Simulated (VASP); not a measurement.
Data:

```xyz
2
Lattice="0.0000 2.4400 2.4400 2.4400 0.0000 2.4400 2.4400 2.4400 0.0000" Properties=species:S:1:pos:R:3 pbc="T T T"
Y      0.0316    -0.0163    -0.0369
N      2.4084     2.4563     2.4769
```

These are PBE GGA, VASP's PBE PAW potentials (set 64) (plane waves; VASP) values and carry that method's errors. Run with 400 eV cut-off, 7×7×7 Γ-centred mesh, Fermi-Dirac smearing of 0.050 eV, potentials Y_sv N.

At this cut-off the stress carries a Pulay error, which pulls relaxed volumes low.

Question: The ions, cell shape and volume are relaxed. Which structure does the run end with?

Answer: 
```xyz
2
Lattice="0.0001 2.4400 2.4409 2.4407 0.0000 2.4411 2.4406 2.4400 0.0001" Properties=species:S:1:pos:R:3 pbc="T T T"
Y      0.0022     2.4386     2.4391
N      2.4387     2.4414     2.4429
```
Space group Fm-3m (225), at a tolerance of 0.03 Å.

Question: How do energy and volume change from the first to the last step?

Answer: The energy (σ→0) changes by -3.5 meV/atom and the volume by +0.1 %, in 11 ionic steps.

| step | E(σ→0) (eV) | max force (eV/Å) | pressure (GPa) | volume (Å³) |
|---|---|---|---|---|
| 1 | -18.2190 | 0.185 | 0.42 | 29.05 |
| 2 | -18.2217 | 0.122 | -0.66 | 29.21 |
| 3 | -18.2220 | 0.097 | -1.17 | 29.29 |
| 4 | -18.2237 | 0.073 | -0.49 | 29.17 |
| 5 | -18.2247 | 0.040 | 0.63 | 28.99 |
| 6 | -18.2256 | 0.027 | 0.24 | 29.03 |
| 7 | -18.2259 | 0.014 | -0.08 | 29.09 |
| 8 | -18.2259 | 0.015 | 0.00 | 29.08 |
| 9 | -18.2259 | 0.011 | -0.13 | 29.10 |
| 10 | -18.2260 | 0.006 | -0.25 | 29.11 |
| 11 | -18.2260 | 0.004 | 0.04 | 29.07 |

The structure is a typed YN crystal. In the starting cell atoms are displaced from their ideal sites. This run relaxes it. The run is one of a series of settings (EDIFFG = -0.01, IBRION = 2, ISIF = 3, NSW = 50 against the base run), some of them coarse on purpose.
